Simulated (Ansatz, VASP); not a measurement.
One calculation of PN, two programs

```
CELL_PARAMETERS angstrom
3.04330 0.00000 0.00000
-1.52165 2.63558 0.00000
0.00000 0.00000 8.09589
ATOMIC_POSITIONS crystal
P 0.33333 0.66667 0.25000
P 0.66667 0.33333 0.75000
N 0.33333 0.66667 0.75000
N 0.66667 0.33333 0.25000
```

Alike in both runs: task single point; functional PBE; k mesh 6 × 6 × 2; occupations gaussian, width 0.1 eV; no spin polarisation.

|  | VASP | Ansatz |
| --- | --- | --- |
| version | VASP 6.6.1 | Ansatz 0.2.0 |
| potentials or method | VASP PAW PBE potentials, release 64 (P, N) | scalar-relativistic, plane waves, PAW |
| plane-wave cutoff (eV) | 520 | 420 |
| valence electrons in the cell | 20 | 20 |

```tsv
	VASP	Ansatz	Ansatz less VASP
gap on the k mesh at the Fermi level (eV)	none	none	-
pressure (GPa)	8.1	8.6	+0.52
largest component of the traceless stress (GPa)	8.03	8.49	+0.458
```

A gap of «none» marks a metal or a gap that the smearing closes.

Caveats: the k mesh is coarse (spacing up to 0.40 Å⁻¹), so the values aren't converged; this functional lacks dispersion, which binds the layers, so the pressure and a relaxed spacing across them are unreliable.
